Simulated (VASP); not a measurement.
Runs of VASP 6.6.1 on Ta. It takes space group Im-3m (No. 229, cubic). Conventional cell: a = 3.303 Å, b = 3.303 Å, c = 3.303 Å, α = 90.00°, β = 90.00°, γ = 90.00°. Ta (site symmetry m-3m) has 8 Ta at 2.86 Å as nearest neighbours. 

```tsv
level	potentials or basis	gap on the mesh (eV)	pressure (GPa)	relaxed volume (Å³/atom)
LDA	VASP PAW LDA potentials, release 64 (Ta_pv)	none	0.0	(a)
r2SCAN	VASP PAW PBE potentials, release 64 (Ta_pv)	none	0.0	18.10
PBEsol	VASP PAW PBE potentials, release 64 (Ta_pv)	none	-0.1	17.70
PBE	VASP PAW PBE potentials, release 64 (Ta_pv)	none	0.0	18.30
```

Alike in all rows: task relaxation of cell and atoms; no spin polarisation; cell relaxed; k mesh 23 × 23 × 23; cutoff (eV) 600; smearing fermi-dirac 0.05 eV.

Estimate the missing entries.

(a) 17.30.

Caveats: the PAW data sets were made with another functional, which shifts forces and pressure a little (some runs).

A k mesh can miss the band edges, and the runs leave out spin-orbit coupling on Ta.

A gap of «none» marks a metal or a gap under the smearing width.

Not every run made on this cell is shown here.
